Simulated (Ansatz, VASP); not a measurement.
# Hf2S2N (Hf2NS2 MXene monolayer): VASP beside Ansatz

Wanted: the spread between two codes on one cell, functional and k mesh. The cell is taken from a series of runs on this material, whose earlier steps may have relaxed, scaled, displaced or heated it; both programs get it as it stands.

Method: plane waves, with VASP 6.6.1 beside it; single point at PBE with D3(BJ), in Ansatz 0.2.0.

### Step 1. The starting structure

The cell holds 5 atoms: 2 S, 2 Hf and 1 N. Cell: a = 3.383 Å, b = 3.383 Å, c = 23.670 Å, α = 90.0°, β = 90.0°, γ = 120.0°. Vacuum lies along c.

### Step 2. Ansatz: single point, PBE with D3(BJ)

Ansatz runs on its default PAW (the set named soft_2) files.

With cell and atoms fixed, the geometry can't cause a difference; cores, projectors, grids and the points listed under the comparison can.

Input file input.yaml:

```yaml
crystal:
  lattice:
    - [3.3828883401, 0.0, 0.0]
    - [-1.6914441701, 2.9296672407, 0.0]
    - [0.0, 0.0, 23.6700990949]
  atoms:
    - { symbol: S, position: [0.3333333333, 0.6666666667, 0.3802265451] }
    - { symbol: Hf, position: [0.6666666667, 0.3333333333, 0.4461341851] }
    - { symbol: "N", position: [0.0, 0.0, 0.5] }
    - { symbol: Hf, position: [0.3333333333, 0.6666666667, 0.5538658149] }
    - { symbol: S, position: [0.6666666667, 0.3333333333, 0.6197734549] }
kpoints:
  mp_grid: { grid: [18, 18, 1] }
  band_path:
    path: [[0, 0, 0], [0.5, 0, 0], [0.33333333, 0.33333333, 0], [0, 0, 0]]
    npoints: 16
hamiltonian:
  xc: pbe
  dispersion: d3bj
scf:
  occupations: { method: fermi_dirac, width: 0.05 }
  convergence: { dr2_threshold: 1.0e-10 }
efield:
  axis: 3
  dipole_correction: true
  ramp_position: 0.97
  ramp_width: 0.06
  amplitude: 0
output:
  dos: { projected: true, e_range: [-6, 5] }
  bader: true
  write_potential: true
  write_density: true
  volumetric_format: npy
  elf: true
```

Command:

```
ansatz run input.yaml --threads 4 --pin off --max-ram 6144MiB --backend cpu --events-out ev --progress --plain --runs-dir out
```

Numbers of over 12 decimals in the logs are rounded to 6 here.

Output:

```text
Engine: ansatz 0.2.0, aarch64-unknown-linux-gnu
Pseudopotentials: kind: paw
Pseudopotential: S, paw, valence charge 6, recommended cutoff 420 eV (normal), S.paw.azcp
Pseudopotential: Hf, paw, valence charge 26, recommended cutoff 420 eV (normal), Hf.paw.azcp
Pseudopotential: N, paw, valence charge 5, recommended cutoff 420 eV (normal), N.paw.azcp
Functional definition: PBE
  parameter kappa = 0.804
  parameter beta = 0.066725
  exchange = pbe_x(kappa = kappa, mu = beta*pi^2/3)
  correlation = pbe_c(beta = beta)
Crystal: 5 atoms, lattice volume = 234.588 Å³
Basis set: ecut = 420 eV, 4603 PW (Γ)
Bands: 42, of which v1, the nominal top of the filled ones, is band 35 counted from 1 (34 counted from 0)
Symmetry: 6 space group operations
k-points: 37 of 324 (time reversal used)
Non-local potential: S, projectors of the file, l = 0: 2, l = 1: 2, l = 2: 2
Non-local potential: Hf, projectors of the file, l = 0: 3, l = 1: 2, l = 2: 2, l = 3: 3
Non-local potential: N, projectors of the file, l = 0: 2, l = 1: 2, l = 2: 1
PAW form: soft (Blöchl's): semilocal exchange-correlation on the pseudo side does not see the compensation charge
PAW one-centre angular grid: S, 110 points (default); XC on 64 Gauss nodes
PAW one-centre angular grid: Hf, 590 points (default); XC on 64 Gauss nodes
PAW one-centre angular grid: N, 110 points (default); XC on 64 Gauss nodes
Initial density: superposition of atomic densities (neutral atoms: chi_scale 0, normalization atom), corrected by the library's trained network
Initial wavefunctions: pseudopotential atomic-orbital guess
Functional: x = pbe(κ = 0.804, μ = 0.219515), c = pbe(β = 0.066725)
SCF iter   1: F=—  HF=-33639.967029 eV  |F-HF|=—  |Δ(HF+E_count)|=         —  Δρ=2.75e-3  dr2=4.55e-2  ethr=1.77e-3  p=-0.000 e·Å  D=-1.38e-14 V/Å  ΔV_dip=0.00 eV  dr2_dipole=4.68e-9  V_vac-E_F(+/−)=5.68/5.68 eV  ⟨swp⟩=8.4  Hψ=7062  notcnv=0  defer=4
efield: sawtooth ramp at fractional position 0.9700 (set: `efield.ramp_position`, or a place that a band, a saddle search or an elastic batch's reference lends), width 0.0600; the density the first Hamiltonian is built on has a dipole p = -0.000 e·Å; the dipole correction subtracts the counter field D = -1.38e-14 V/Å, which shifts the + side's vacuum level by +0.00 eV against the − side's; the planar-averaged density in the ramp window peaks in size at 1.2e-5 e/Å³
preconditioner: auto → LDOS  [metal: Δε(μ)=0.016 eV  Ē_g=16.615 eV  σ=0.050 eV  W_gap=0.08  n_scr=46 (ndim 8)  ℏωp=19.5 eV  f_vac=0.633  D(μ)=1.65/eV (n_scr^D=8)  β→1.0]
SCF iter   2: F=—  HF=-33639.970246 eV  |F-HF|=—  |Δ(HF+E_count)|=   3.22e-3  Δρ=2.19e-3  dr2=2.10e-2  ethr=6.60e-5  p=-0.000 e·Å  D=-1.60e-5 V/Å  ΔV_dip=0.00 eV  dr2_dipole=2.40e-8  V_vac-E_F(+/−)=5.63/5.63 eV  ⟨swp⟩=2.9  Hψ=3398  notcnv=0  defer=68
SCF iter   3: F=—  HF=-33639.967106 eV  |F-HF|=—  |Δ(HF+E_count)|=   3.14e-3  Δρ=4.12e-4  dr2=5.60e-4  ethr=3.04e-5  p=-0.000 e·Å  D=-3.06e-6 V/Å  ΔV_dip=0.00 eV  dr2_dipole=6.37e-10  V_vac-E_F(+/−)=5.58/5.58 eV  ⟨swp⟩=2.2  Hψ=2755  notcnv=0  defer=68
SCF iter   4: F=—  HF=-33639.967139 eV  |F-HF|=—  |Δ(HF+E_count)|=   3.30e-5  Δρ=1.71e-4  dr2=7.26e-5  ethr=8.11e-7  p=-0.000 e·Å  D=-2.17e-7 V/Å  ΔV_dip=0.00 eV  dr2_dipole=3.58e-12  V_vac-E_F(+/−)=5.57/5.57 eV  ⟨swp⟩=3.8  Hψ=3720  notcnv=0  defer=68
SCF iter   5: F=—  HF=-33639.967116 eV  |F-HF|=—  |Δ(HF+E_count)|=   2.37e-5  Δρ=4.68e-5  dr2=2.96e-6  ethr=1.05e-7  p=0.000 e·Å  D=7.60e-8 V/Å  ΔV_dip=-0.00 eV  dr2_dipole=8.95e-12  V_vac-E_F(+/−)=5.57/5.57 eV  ⟨swp⟩=2.1  Hψ=2775  notcnv=0  defer=68
SCF iter   6: F=—  HF=-33639.967026 eV  |F-HF|=—  |Δ(HF+E_count)|=   8.99e-5  Δρ=1.80e-5  dr2=4.69e-7  ethr=4.29e-9  p=0.000 e·Å  D=3.48e-7 V/Å  ΔV_dip=-0.00 eV  dr2_dipole=9.36e-12  V_vac-E_F(+/−)=5.57/5.57 eV  ⟨swp⟩=2.3  Hψ=2856  notcnv=0  defer=68
SCF iter   7: F=—  HF=-33639.967026 eV  |F-HF|=—  |Δ(HF+E_count)|=   6.98e-7  Δρ=4.60e-6  dr2=3.10e-8  ethr=6.80e-10  p=0.000 e·Å  D=2.25e-7 V/Å  ΔV_dip=-0.00 eV  dr2_dipole=5.12e-12  V_vac-E_F(+/−)=5.57/5.57 eV  ⟨swp⟩=2.8  Hψ=3092  notcnv=0  defer=68
SCF iter   8: F=—  HF=-33639.967027 eV  |F-HF|=—  |Δ(HF+E_count)|=   9.48e-8  Δρ=1.16e-6  dr2=2.38e-9  ethr=4.49e-11  p=0.000 e·Å  D=1.07e-7 V/Å  ΔV_dip=-0.00 eV  dr2_dipole=9.88e-13  V_vac-E_F(+/−)=5.57/5.57 eV  ⟨swp⟩=2.8  Hψ=3189  notcnv=0  defer=68
SCF iter   9: F=—  HF=-33639.967027 eV  |F-HF|=—  |Δ(HF+E_count)|=   6.27e-9  Δρ=3.09e-7  dr2=2.54e-10  ethr=3.45e-12  p=0.000 e·Å  D=2.78e-9 V/Å  ΔV_dip=-0.00 eV  dr2_dipole=2.64e-14  V_vac-E_F(+/−)=5.57/5.57 eV  ⟨swp⟩=2.1  Hψ=2708  notcnv=0  defer=68
SCF iter  10: F=-33639.967027 eV  HF=-33639.967027 eV  |F-HF|=9.46e-11  |Δ(HF+E_count)|=  1.09e-10  Δρ=9.25e-8  dr2=1.75e-11  ethr=1.00e-12  p=0.000 e·Å  D=1.40e-8 V/Å  ΔV_dip=-0.00 eV  dr2_dipole=1.72e-14  V_vac-E_F(+/−)=5.57/5.57 eV  ⟨swp⟩=10.5  Hψ=4987  notcnv=0
SCF 1 converged in 10 iterations: F = -33639.967027 eV  dr2 = 1.75e-11
  greatest PAW one-centre occupation: 0.998 electrons in one spin orbital (limit 2), on the Hf atom at site 3 (counted from 0), in its partial waves of l = 0
NSCF: frozen V_eff on 49 k-points
efield: sawtooth ramp at fractional position 0.9700 (kept from the solve that this one continues, or follows in the run), width 0.0600; the density the first Hamiltonian is built on has a dipole p = 0.000 e·Å; the dipole correction subtracts the counter field D = 1.40e-8 V/Å, which shifts the + side's vacuum level by -0.00 eV against the − side's; the planar-averaged density in the ramp window peaks in size at 4.8e-8 e/Å³
WARN: The output density's exchange-correlation potential varies sharply where the density is thin. Do not read a vacuum level from v_tot or v_xc, or from such a field of the output density. On a cell that repeats whose density bears no net charge and no dipole along the vacuum's axis use v_es (v_loc + v_h of the components); under efield.dipole_correction with no amplitude use v_es + v_field, which holds any externa [...]
SCF converged after 10 iterations
Free energy (F): -33639.967027 eV
Harris-Foulkes:  -33639.967027 eV  (|F-HF|=9.46e-11)
Internal energy: -33639.954815 eV  (E = F + TS)
E sigma→0 (E₀):  -33639.960921 eV
Entropy (-TS):   -0.012211 eV (-2.442 meV/atom)
Fermi energy:    1.612403 eV
Dipole field:    D = -0.000000 V/Å  (p = -0.000000 e·Å, saw-weighted, corrected)
Work function:   Φ+ = 5.5690 eV   Φ− = 5.5690 eV
Levels:          The Fermi level and band energies are counted from a zero that moves with the ramp; work functions are not
--- Per-component energies (eV) ---
  E_band       = -1003.425885
  E_kinetic    = 1190.960612
  E_local      = -108709.001179  (includes V_loc(G=0)·N_el)
  E_nonlocal   = -2385.110026
  E_hartree    = 53433.297902
  E_xc         = -856.034158
  E_vxc        = -785.987732  (∫ρ·V_xc dr)
  E_paw        = -15182.184381  (= ΣΔE_a)
  E_vpaw       = 2819.116065  (= ΣTr[D̂ρ^β])
  E_aug_tail   = 0.000092  (compensation charges beyond the density's cutoff)
  E_efield     = 0.000000  (sawtooth field / dipole correction)
  E_vefield    = 0.000000  (∫n·V_field dr)
  E_ewald      = 38869.551907
  E_disp       = -1.435585  (pairwise vdW)
  E_smearing   = -0.012211  (= −TS)
  E_closure    = -0.000000  (closes the sum)
  Σ components = -33639.967027   (vs F -33639.967027, Δ=0.00e0)
--- Band table (eV; the first three rows and the last of 37) ---
  k-point 0: bands = [... 31 lower, -0.2339, 0.8764, 0.8764, 2.2895, 2.2895, 2.5763, 3.6466, 4.3219, ... 3 higher]
  k-point 1: bands = [... 31 lower, 0.0018, 0.5501, 0.7389, 2.2512, 2.4446, 2.6702, 3.7715, 4.2228, ... 3 higher]
  k-point 2: bands = [... 31 lower, -0.1341, 0.1178, 0.4681, 1.9798, 2.7683, 2.9393, 3.9724, 4.2480, ... 3 higher]
  k-point 36: bands = [... 31 lower, -1.7316, -1.2971, -1.2971, 3.1544, 3.1544, 3.7590, 5.5289, 5.5289, ... 3 higher]
--- Bader charges: 5 sites ---
  site symbol  charge [e]  shift [e]
     0      S     -1.0280     0.0000
     1     Hf      1.9748     0.0003
     2      N     -1.8935     0.0005
     3     Hf      1.9748     0.0003
     4      S     -1.0280     0.0000
  estimated error of the sums over rays = 7.4e-4 e
```

### Step 3. VASP: single point, PBE with D3(BJ)

The same cell, functional, mesh and smearing now go to VASP, with its own data sets.

Lines of VASP's logs that name or quote its potential files are left out, and so is its time.

Input file INCAR:

```
SYSTEM = Hf2S2N
PREC = Accurate
ENCUT = 520
EDIFF = 1E-06
NELM = 120
ISMEAR = -1
SIGMA = 0.05
LREAL = .FALSE.
ALGO = Normal
GGA = PE
IVDW = 12
NBANDS = 24
LASPH = .TRUE.
LORBIT = 11
LWAVE = .FALSE.
LCHARG = .FALSE.
ISIF = 2
LDIPOL = .TRUE.
IDIPOL = 3
DIPOL = 0.5 0.5 0.5
LVHAR = .TRUE.
GGA_COMPAT = .FALSE.
NELMDL = -8
KPAR = 2
```

Input file POSCAR:

```
Hf2S2N
1.0
    3.3828883401      0.0000000000      0.0000000000
   -1.6914441701      2.9296672407      0.0000000000
    0.0000000000      0.0000000000     23.6700990949
S Hf N
2 2 1
Direct
    0.3333333333      0.6666666667      0.3802265451
    0.6666666667      0.3333333333      0.6197734549
    0.6666666667      0.3333333333      0.4461341851
    0.3333333333      0.6666666667      0.5538658149
    0.0000000000      0.0000000000      0.5000000000
```

Input file KPOINTS:

```
Automatic mesh
0
Gamma
18 18 1
0 0 0
```

Potentials, in the order of the species: S, Hf_pv and N (PBE family, release 64).

Command:

```
mpirun -np 2 vasp_std
```

Output:

```text
[banner, memory and clock lines left out]
running    2 mpi-ranks, on    1 nodes
 distrk:  each k-point on    1 cores,    2 groups
 distr:  one band on    1 cores,    1 groups

 POSCAR found type information on POSCAR S HfN
 POSCAR found :  3 types and       5 ions
 LDA part: xc-table for (Slater+PW92), standard interpolation
 POSCAR, INCAR and KPOINTS ok, starting setup
 FFT: planning ... GRIDC
 FFT: planning ... GRID_SOFT
 FFT: planning ... GRID
 WAVECAR not read
 entering main loop
       N       E                     dE             d eps       ncg     rms          rms(c)
DAV:   1     0.227736545837E+03    0.22774E+03   -0.17882E+04  2136   0.123E+03
DAV:   2    -0.243419398714E+02   -0.25208E+03   -0.24730E+03  2352   0.273E+02
DAV:   3    -0.481927703581E+02   -0.23851E+02   -0.23660E+02  2328   0.768E+01
DAV:   4    -0.488342981584E+02   -0.64153E+00   -0.63964E+00  2360   0.141E+01
DAV:   5    -0.488555601290E+02   -0.21262E-01   -0.21252E-01  2376   0.232E+00
DAV:   6    -0.488565403999E+02   -0.98027E-03   -0.98013E-03  2432   0.524E-01
DAV:   7    -0.488565811219E+02   -0.40722E-04   -0.40719E-04  2400   0.980E-02
DAV:   8    -0.488565835831E+02   -0.24613E-05   -0.24615E-05  2384   0.235E-02    0.693E+01
DAV:   9    -0.445893723532E+02    0.42672E+01   -0.20467E+01  2112   0.219E+01    0.539E+01
DAV:  10    -0.448466687803E+02   -0.25730E+00   -0.67837E+00  2160   0.150E+01    0.654E+00
DAV:  11    -0.443025673936E+02    0.54410E+00   -0.27506E+00  2280   0.862E+00    0.394E+00
DAV:  12    -0.443173095351E+02   -0.14742E-01   -0.32041E-01  2328   0.284E+00    0.222E+00
DAV:  13    -0.443113263035E+02    0.59832E-02   -0.99067E-02  2312   0.183E+00    0.712E-01
DAV:  14    -0.443079941248E+02    0.33322E-02   -0.27436E-02  2352   0.102E+00    0.302E-01
[...]
DAV:  23    -0.443089259424E+02   -0.41735E-05   -0.41512E-07  1696   0.374E-03    0.198E-03
DAV:  24    -0.443089475580E+02   -0.21616E-04   -0.16150E-06  1976   0.521E-03    0.885E-03
DAV:  25    -0.443089486758E+02   -0.11178E-05   -0.10153E-06  1952   0.488E-03    0.175E-03
DAV:  26    -0.443089506760E+02   -0.20001E-05   -0.85478E-08  1624   0.180E-03    0.166E-03
DAV:  27    -0.443089549166E+02   -0.42406E-05   -0.23516E-07  1680   0.168E-03    0.690E-04
DAV:  28    -0.443089561848E+02   -0.12682E-05   -0.36659E-08  1656   0.813E-04    0.824E-04
DAV:  29    -0.443089581719E+02   -0.19871E-05   -0.65206E-08  1640   0.810E-04    0.614E-04
DAV:  30    -0.443089587886E+02   -0.61667E-06   -0.25348E-08  1672   0.650E-04
   1 F= -.45744362E+02 E0= -.45738252E+02  d E =-.122210E-01
```

From OUTCAR (step 3):

```text
ion  position               nearest neighbor table
   1  0.333  0.667  0.380-   3 2.50   3 2.50   3 2.50
   2  0.667  0.333  0.620-   4 2.50   4 2.50   4 2.50
   3  0.667  0.333  0.446-   5 2.33   5 2.33   5 2.33   1 2.50   1 2.50   1 2.50   4 3.21   4 3.21
                             4 3.21
   4  0.333  0.667  0.554-   5 2.33   5 2.33   5 2.33   2 2.50   2 2.50   2 2.50   3 3.21   3 3.21
                             3 3.21
   5  0.000  0.000  0.500-   3 2.33   4 2.33   3 2.33   4 2.33   3 2.33   4 2.33

  LATTYP: Found a hexagonal cell.
 ALAT       =     3.3828883401
 C/A-ratio  =     6.9970086847

 Subroutine GETGRP returns: Found 12 space group operations
 (whereof 12 operations were pure point group operations)

The static configuration has the point symmetry D_3d.

 Found     37 irreducible k-points:

   k-points           NKPTS =     37   k-points in BZ     NKDIM =     37   number of bands    NBANDS=     24

   dimension x,y,z NGX =    28 NGY =   28 NGZ =  180
   dimension x,y,z NGXF=    56 NGYF=   56 NGZF=  360

   ENCUT  =  520.0 eV  38.22 Ry    6.18 a.u.   6.29  6.29 44.01*2*pi/ulx,y,z

   NELECT =      37.0000    total number of electrons

 k-points in reciprocal lattice and weights: Automatic mesh
   0.00000000  0.00000000  0.00000000       0.003
   0.05555556 -0.00000000  0.00000000       0.019
   0.11111111 -0.00000000  0.00000000       0.019
   0.16666667 -0.00000000  0.00000000       0.019
   0.22222222 -0.00000000  0.00000000       0.019
   0.27777778  0.00000000  0.00000000       0.019
   0.33333333  0.00000000  0.00000000       0.019
   0.38888889 -0.00000000  0.00000000       0.019
   0.44444444 -0.00000000  0.00000000       0.019
[...]
0.33333333  0.27777778  0.00000000       0.037
   0.33333333  0.33333333  0.00000000       0.006

 dipolmoment           0.000000      0.000000     -0.000000 electrons x Angstroem

 average (electrostatic) potential at core
       1 -92.6820       2 -92.6820       3 -44.3391       4 -44.3391       5 -71.0730

 E-fermi :  -1.5522

 k-point     1 :       0.0000    0.0000    0.0000
  band No.  band energies     occupation
    ...
     14      -3.6583      2.00000
     15      -3.3887      2.00000
     16      -3.3887      2.00000
     17      -2.3049      2.00000
     18      -2.3049      2.00000
     19      -0.8603      0.00000
     20      -0.8603      0.00000
     21      -0.5803      0.00000
     22       0.4870      0.00000
     23       1.1759      0.00000
    ...

 k-point     2 :       0.0556   -0.0000    0.0000
  band No.  band energies     occupation
    ...
     14      -4.0096      2.00000
     15      -3.3887      2.00000
     16      -3.1679      2.00000
     17      -2.6266      2.00000
     18      -2.4381      2.00000
     19      -0.9027      0.00000
     20      -0.7082      0.00000
     21      -0.4880      0.00000
     22       0.6143      0.00000
     23       1.0760      0.00000
    ...

 k-point     3 :       0.1111   -0.0000    0.0000
  band No.  band energies     occupation
    ...
     14      -4.4974      2.00000
     15      -3.3999      2.00000
     16      -3.3048      2.00000
     17      -3.0558      2.00000
     18      -2.7023      2.00000
     19      -1.1773      0.00111
     20      -0.3878      0.00000
     21      -0.2216      0.00000
     22       0.8214      0.00000
     23       1.0976      0.00000
    ...

 Edisp (eV)   -1.43540

  Total      -0.52406    -0.52406    -0.51394     0.00000     0.00000    -0.00000
  in kB      -3.57918    -3.57918    -3.51009     0.00000     0.00000    -0.00000
  external pressure =       -3.56 kB  Pullay stress =        0.00 kB

  energy-cutoff  :      520.00
  volume of cell :      234.59
      direct lattice vectors                 reciprocal lattice vectors
     3.382888340  0.000000000  0.000000000     0.295605382  0.170667847  0.000000000
    -1.691444170  2.929667241  0.000000000     0.000000000  0.341335694  0.000000000
     0.000000000  0.000000000 23.670099095     0.000000000  0.000000000  0.042247394

 POSITION                                       TOTAL-FORCE (eV/Angst)
 -----------------------------------------------------------------------------------
     -0.00000      1.95311      9.00000         0.000000      0.000000      0.078933
      1.69144      0.97656     14.67010         0.000000      0.000000     -0.078933
      1.69144      0.97656     10.56004        -0.000000     -0.000000      0.009236
     -0.00000      1.95311     13.11006        -0.000000      0.000000     -0.009236
      0.00000      0.00000     11.83505        -0.000000      0.000000     -0.000000
 -----------------------------------------------------------------------------------
    total drift:                                0.000000     -0.000000     -0.000000

  FREE ENERGIE OF THE ION-ELECTRON SYSTEM (eV)
  ---------------------------------------------------
  free  energy   TOTEN  =       -45.7443621015 eV

  energy  without entropy=      -45.7321411304  energy(sigma->0) =      -45.73825162

 vacuum level on the upper side and lower side of the slab         4.012         4.012

 total charge
# of ion       s       p       d       tot
------------------------------------------
    1        1.351   2.423   0.000   3.773
    2        1.351   2.423   0.000   3.773
    3        0.307   6.537   1.606   8.450
    4        0.307   6.537   1.606   8.450
    5        1.241   2.435   0.000   3.676
--------------------------------------------------
tot          4.556  20.355   3.211  28.122

[... 3 further parts left out ...]
```

### Step 4. Comparison

Known differences besides the potentials themselves: the data sets hold 69 valence electrons in Ansatz (on its default PAW (the set named soft_2) files) and 37 in VASP; the cutoff is 420 eV in Ansatz and 520 eV in VASP. Total energies have different zeros and are not compared.

Compared:

```csv
quantity,Ansatz,VASP,difference
"work function, lower of the two faces (eV)",5.57,5.56,0.00
"work function, higher of the two faces (eV)",5.57,5.56,0.00
```

With vacuum in the cell, a pressure given here is an average over mostly empty space and none of the material.

### Step 5. Outcome

```
difference in work function, lower of the two faces (single point, PBE with D3(BJ)) : 0.0048 eV
```

In words: The difference in work function, lower of the two faces is 0.0048 eV (single point, PBE with D3(BJ)). The data sets hold unlike numbers of valence electrons (69 in Ansatz and 37 in VASP), so part of the differences comes from the potentials. How closely two codes agree says nothing of how well the functional describes the real material.

[Lines on the potential files, build, host, timing and source positions are cut from VASP's logs without a mark.]

[Logs are printed without paths, hosts, clocks, repeated set-up lines and the standing remarks that a program may print on its own settings, such as how far it seeks lower states.]

[Hosts, paths, dates, database ids (printed as entryN), source tags and the programs' standing remarks are cut or masked in the printed files.]
